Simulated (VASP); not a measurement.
# TlGa2Ag (R-3m) in VASP: a series of runs

Runs on TlGa2Ag. Level: PBE. Tasks: single point.

Everything below comes from runs of VASP 6.6.1. Logs are shortened: lines on timing, memory, paths and dates and some standing lists are left out, and cuts for length are marked.

**1. The crystal as given**

Symmetry: R-3m, No. 166, trigonal system. The conventional cell has a = 3.951 Å, b = 3.951 Å, c = 20.179 Å, α = 90.00°, β = 90.00°, γ = 120.00°. Around Ag (site symmetry -3m) lie 6 Ga at 2.83 Å. Ga (site symmetry 3m) is surrounded by 3 Ag at 2.83 Å and 3 Tl at 2.83 Å. Around Tl (site symmetry -3m) lie 6 Ga at 2.83 Å.

The cell was built by a generator and needn't be a form met in nature.

**2. Single point, PBE**

Input file INCAR:

```
SYSTEM = TlGa2Ag
PREC     = Accurate       ! precision mode
ENCUT    = 520            ! plane-wave cutoff, eV
EDIFF    = 1E-6           ! SCF threshold, eV
ISMEAR   = -1             ! smearing method
SIGMA    = 0.0103         ! smearing width, eV
LREAL    = .False.        ! projectors in reciprocal space
LASPH    = .True.         ! aspherical terms in the spheres
NELM     = 60             ! most SCF steps
ALGO     = Normal         ! electronic algorithm
ISIF     = 2              ! what is computed and relaxed
LWAVE    = .False.        ! write WAVECAR
LCHARG   = .False.        ! write CHGCAR
GGA      = PE             ! functional
NBANDS   = 33             ! bands
```

Input file KPOINTS:

```
Automatic mesh
0
Gamma
  5 5 5
  0 0 0
```

Input file POSCAR:

```
TlGa2Ag
1.0
    1.0990530000     -3.7953410000      0.0000000000
    1.0990530000     -1.7385390000     -3.3737360000
    7.1026850000      0.0000000000      0.0000000000
Ag Ga Tl
1 2 1
Direct
    0.5000000000      0.5000000000      0.5000000000
    0.7500000000      0.7500000000      0.7500000000
    0.2500000000      0.2500000000      0.2500000000
    0.0000000000      0.0000000000      0.0000000000
```

Potentials or basis: VASP PAW PBE potentials, release 64 (Ag, Ga_d, Tl_d).

Run with:

```console
$ cat potpaw_PBE.64/Ag/POTCAR potpaw_PBE.64/Ga_d/POTCAR potpaw_PBE.64/Tl_d/POTCAR > POTCAR
$ mpirun -np 1 vasp_std > vasp.out
```

OUTCAR:

```text
SYSTEM = TlGa2Ag
   PREC = Accurate
   ENCUT = 520
   EDIFF = 1E-6
   ISMEAR = -1
   LREAL = .False.
   LASPH = .True.
   NELM = 60
   ISIF = 2
   GGA = PE

 ion  position               nearest neighbor table
   1  0.500  0.500  0.500-   2 2.83   3 2.83   3 2.83   2 2.83   3 2.83   2 2.83
   2  0.750  0.750  0.750-   1 2.83   4 2.83   1 2.83   4 2.83   1 2.83   4 2.83
   3  0.250  0.250  0.250-   1 2.83   4 2.83   4 2.83   1 2.83   4 2.83   1 2.83
   4  0.000  0.000  0.000-   2 2.83   3 2.83   2 2.83   3 2.83   2 2.83   3 2.83

  LATTYP: Found a trigonal (rhomboedric) cell.
 ALAT       =     7.1026850000
 COS(alpha) =     0.8452616807

  Lattice vectors:

 A1 = (   7.1026850000,   0.0000000000,   0.0000000000)
 A2 = (   6.0036320000,   3.7953410000,   0.0000000000)
 A3 = (   6.0036320000,   1.7385390000,   3.3737360000)

Analysis of symmetry for initial positions (statically):
=====================================================================
 Subroutine PRICEL returns:
 Original cell was already a primitive cell.

 Routine SETGRP: Setting up the symmetry group for a
 trigonal (rhombohedral) supercell.

 Subroutine GETGRP returns: Found 12 space group operations
 (whereof 12 operations were pure point group operations)
 out of a pool of 12 trial point group operations.

The static configuration has the point symmetry D_3d.

Analysis of symmetry for dynamics (positions and initial velocities):
=====================================================================
 Subroutine PRICEL returns:
 Original cell was already a primitive cell.

 Routine SETGRP: Setting up the symmetry group for a
 trigonal (rhombohedral) supercell.

 Subroutine GETGRP returns: Found 12 space group operations
 (whereof 12 operations were pure point group operations)
 out of a pool of 12 trial point group operations.

The dynamic configuration has the point symmetry D_3d.

 Subroutine INISYM returns: Found 12 space group operations
 (whereof 12 operations are pure point group operations),
 and found     1 'primitive' translations

----------------------------------------------------------------------------------------

                                     Primitive cell

  volume of cell :      90.9462

  direct lattice vectors                    reciprocal lattice vectors
     1.099053000 -3.795341000  0.000000000     0.000000000 -0.263480936  0.135775853
     1.099053000 -1.738539000 -3.373736000     0.000000000  0.000000000 -0.296407306
     7.102685000  0.000000000  0.000000000     0.140791827  0.040770429  0.024855738

  length of vectors
     3.951269518  3.951269410  7.102685000     0.296407298  0.296407306  0.148668673

  position of ions in fractional coordinates (direct lattice)
     0.500000000  0.500000000  0.500000000
     0.750000000  0.750000000  0.750000000
     0.250000000  0.250000000  0.250000000
     0.000000000  0.000000000  0.000000000

  ion indices of the primitive-cell ions
   primitive index   ion index
                 1           1
                 2           2
                 3           3
                 4           4

----------------------------------------------------------------------------------------

 KPOINTS: Automatic mesh

Automatic generation of k-mesh.
 Grid dimensions read from file:
 generate k-points for:    5    5    5

 Generating k-lattice:

  Cartesian coordinates                     Fractional coordinates (reciprocal lattice)
     0.000000000 -0.052696187  0.027155171     0.200000000 -0.000000000  0.000000000
     0.000000000  0.000000000 -0.059281461     0.000000000  0.200000000  0.000000000
     0.028158365  0.008154086  0.004971148     0.000000000 -0.000000000  0.200000000

  Length of vectors
     0.059281460  0.059281461  0.029733735

  Shift w.r.t. Gamma in fractional coordinates (k-lattice)
     0.000000000  0.000000000  0.000000000

 Subroutine IBZKPT returns following result:
 ===========================================

 Found     19 irreducible k-points:

 Following reciprocal coordinates:
            Coordinates               Weight
  0.000000  0.000000  0.000000      1.000000
  0.200000  0.000000  0.000000      6.000000
  0.400000  0.000000  0.000000      6.000000
  0.200000  0.200000  0.000000      6.000000
  0.400000  0.200000  0.000000     12.000000
 -0.400000  0.200000  0.000000     12.000000
[... 11 lines left out ...]
 -0.000000  0.000000  0.400000      2.000000
 -0.200000  0.000000  0.400000      6.000000
   k-points           NKPTS =     19   k-points in BZ     NKDIM =     19   number of bands    NBANDS=     33
   number of dos      NEDOS =    301   number of ions     NIONS =      4
   total plane-waves  NPLWV =  48600
   dimension x,y,z NGX =    30 NGY =   30 NGZ =   54
   dimension x,y,z NGXF=    60 NGYF=   60 NGZF=  108
   ions per type =               1   2   1
   NGX,Y,Z   is equivalent  to a cutoff of  12.62, 12.62, 12.64 a.u.
   NGXF,Y,Z  is equivalent  to a cutoff of  25.24, 25.24, 25.28 a.u.
 SYSTEM =  TlGa2Ag
   PREC   = accura    normal or accurate (medium, high low for compatibility)
   ISTART =      0    job   : 0-new  1-cont  2-samecut
   ICHARG =      2    charge: 1-file 2-atom 10-const
   ISPIN  =      1    spin polarized calculation?
   LNONCOLLINEAR =      F non collinear calculations
   LSORBIT =      F    spin-orbit coupling
   LASPH  =      T    aspherical Exc in radial PAW
   ENCUT  =  520.0 eV  38.22 Ry    6.18 a.u.   7.35  7.35 13.21*2*pi/ulx,y,z
   NELM   =     60;   NELMIN=  2; NELMDL= -5     # of ELM steps
   EDIFF  = 0.1E-05   stopping-criterion for ELM
   LREAL  =      F    real-space projection
   EDIFFG = 0.1E-04   stopping-criterion for IOM
   NSW    =      0    number of steps for IOM
   IBRION =     -1    ionic relax: 0-MD 1-quasi-New 2-CG
   NFREE  =      0    steps in history (QN), initial steepest desc. (CG)
   ISIF   =      2    stress and relaxation
   ISYM   =      2    0-nonsym 1-usesym 2-fastsym
   POTIM  = 0.5000    time-step for ionic-motion
   TEBEG  =    0.0;   TEEND  =   0.0 temperature during run
   PSTRESS=    0.0 pullay stress
   NELECT =      50.0000    total number of electrons
   NUPDOWN=      -1.0000    fix difference up-down
   EMIN   =  10.00;   EMAX   =-10.00  energy-range for DOS
   EFERMI =   0.00;   METHOD = LEGACY
   ISMEAR =    -1;   SIGMA  =   0.01  broadening in eV -4-tet -1-fermi 0-gaus
   EFERMI_NEDOS =   21; number of points for ismear=-14 and -15
   IALGO  =     38    algorithm
   IMIX   =      4    mixing-type and parameters
     AMIX     =   0.40;   BMIX     =  1.00
     AMIX_MAG =   1.60;   BMIX_MAG =  1.00
  volume/ion in A,a.u.               =      22.74       153.43
  Fermi-wavevector in a.u.,A,eV,Ry     =   1.341127  2.534363 24.471745  1.798623
  Thomas-Fermi vector in A             =   2.469386
   LORBIT       =      0    0 simple, 1 ext, 2 COOP (PROOUT), +10 PAW based schemes
   GGA     = PE    functional components
   LHFCALC =     F    Hartree Fock is set to
   AEXX    =    0.0000 exact exchange contribution
   IVDW    =     0    specifies the selected vdW correction
   LEPSILON=     F    determine dielectric tensor
   LRPA    =     F    only Hartree local field effects (RPA)
 non-spin polarized calculation
  energy-cutoff  :      520.00
  volume of cell :       90.95
 maximum number of plane-waves:      2497
 NGX is ok and might be reduce to    30
   NGX = 15   NGY = 15   NGZ = 27

 number of electron      50.0000008 magnetization

 Free energy of the ion-electron system (eV)
  ---------------------------------------------------
  ext. energy  EPLUGINS =         0.00000000
  ---------------------------------------------------
  free energy    TOTEN  =        -9.75683282 eV

  energy without entropy =       -9.75528772  energy(sigma->0) =       -9.75606027

 E-fermi :   5.5715     XC(G=0): -10.4788

 val. band max:        5.5623198066   @ k =  -0.2000  -0.4000   0.2000
 cond. band min:       5.6486239195   @ k =  -0.4000  -0.4000   0.2000
 fundamental gap:      0.0863041129
 Fermi energy:         5.5714790602

 k-point     1 :       0.0000    0.0000    0.0000
  band No.  band energies     occupation
      1      -9.4027      2.00000
      2      -9.4027      2.00000
      3      -9.3588      2.00000
      4      -9.3588      2.00000
      5      -9.3445      2.00000
      6      -9.3445      2.00000
[... 25 lines left out ...]
     32      11.0259      0.00000
     33      13.5009      0.00000

 k-point     2 :       0.2000    0.0000    0.0000
  band No.  band energies     occupation
      1      -9.3961      2.00000
      2      -9.3881      2.00000
      3      -9.3708      2.00000
      4      -9.3552      2.00000
      5      -9.3468      2.00000
      6      -9.3334      2.00000
[... 25 lines left out ...]
     32      13.0520      0.00000
     33      13.2387      0.00000

 k-point     3 :       0.4000    0.0000    0.0000
  band No.  band energies     occupation
      1      -9.3861      2.00000
      2      -9.3845      2.00000
      3      -9.3698      2.00000
      4      -9.3548      2.00000
      5      -9.3501      2.00000
      6      -9.3354      2.00000
[... 25 lines left out ...]
     32      13.8101      0.00000
     33      14.2782      0.00000

 k-point     4 :       0.2000    0.2000    0.0000
  band No.  band energies     occupation
      1      -9.3929      2.00000
      2      -9.3886      2.00000
      3      -9.3702      2.00000
      4      -9.3586      2.00000
      5      -9.3430      2.00000
      6      -9.3367      2.00000
[... 493 lines left out ...]
     32      12.8066      0.00000
     33      13.0218      0.00000

 k-point    18 :      -0.0000    0.0000    0.4000
  band No.  band energies     occupation
      1      -9.3968      2.00000
      2      -9.3968      2.00000
      3      -9.3634      2.00000
      4      -9.3634      2.00000
      5      -9.3414      2.00000
      6      -9.3379      2.00000
[... 25 lines left out ...]
     32      12.1518      0.00000
     33      13.1885      0.00000

 k-point    19 :      -0.2000    0.0000    0.4000
  band No.  band energies     occupation
      1      -9.3932      2.00000
      2      -9.3885      2.00000
      3      -9.3705      2.00000
      4      -9.3573      2.00000
      5      -9.3502      2.00000
      6      -9.3351      2.00000
[... 25 lines left out ...]
     32      12.3719      0.00000
     33      13.5675      0.00000

------------------------ aborting loop because EDIFF is reached ----------------------------------------

  FORCE on cell =-STRESS in cart. coord.  units (eV):
  Direction    XX          YY          ZZ          XY          YZ          ZX
  --------------------------------------------------------------------------------------
  -------------------------------------------------------------------------------------
  Total        1.0167612      0.9143974      0.9085096      0.0323574      0.0057127      0.0197267
  in kB       17.9120426     16.1087232     16.0049991      0.5700330      0.1006401      0.3475213
  external PRESSURE =      16.6752550 kB  Pullay stress =       0.0000000 kB

 VOLUME and BASIS-vectors are now :
 -----------------------------------------------------------------------------
  energy-cutoff  :      520.00
  volume of cell :       90.95
      direct lattice vectors                 reciprocal lattice vectors
     1.099053000 -3.795341000  0.000000000     0.000000000 -0.263480936  0.135775853
     1.099053000 -1.738539000 -3.373736000     0.000000000  0.000000000 -0.296407306
     7.102685000  0.000000000  0.000000000     0.140791827  0.040770429  0.024855738

 POSITION                                       TOTAL-FORCE (eV/Angst)
 -----------------------------------------------------------------------------------
      4.65040     -2.76694     -1.68687        -0.000000      0.000000      0.000000
      6.97559     -4.15041     -2.53030        -1.068456     -0.309405     -0.188629
      2.32520     -1.38347     -0.84343         1.068456      0.309405      0.188629
      0.00000      0.00000      0.00000         0.000000      0.000000      0.000000
 -----------------------------------------------------------------------------------
    total drift:                                0.000000      0.000000     -0.000000

  FREE ENERGIE OF THE ION-ELECTRON SYSTEM (eV)
  ---------------------------------------------------
  free  energy   TOTEN  =        -9.7568328247 eV

  energy  without entropy=       -9.7552877168  energy(sigma->0) =       -9.75606027
```

Wall time 30 s (1 thread of Intel Xeon 6975P-C (Granite Rapids), shared host); peak memory 0.24 GiB.

What came out:

```
Free energy            : -9.7568 eV
Pressure               : 1.7 GPa
Largest force          : 1.128 eV/Å
Band gap on the k mesh : none (metal or under the smearing width)
```

Forces in eV/Å, atoms in the order of the input:
```
Ag   0.000  0.000  0.000
Ga  -1.068 -0.309 -0.189
Ga   1.068  0.309  0.189
Tl   0.000  0.000  0.000
```

Levels at points of the mesh, in eV from the Fermi level:
```tsv
k point	band 21	band 22	band 23	band 24	band 25	band 26	band 27	band 28
(0.00, 0.00, 0.00)	-4.33	-4.33	-4.15	2.71	3.04	3.04	3.94	4.51
```

Caveat: the k mesh is coarse (spacing up to 0.37 Å⁻¹), so the values aren't converged; forces of over 1 eV/Å show positions far from the minimum, so gaps and moduli don't describe the material at rest.

(Part 1 of 2 ends here.)
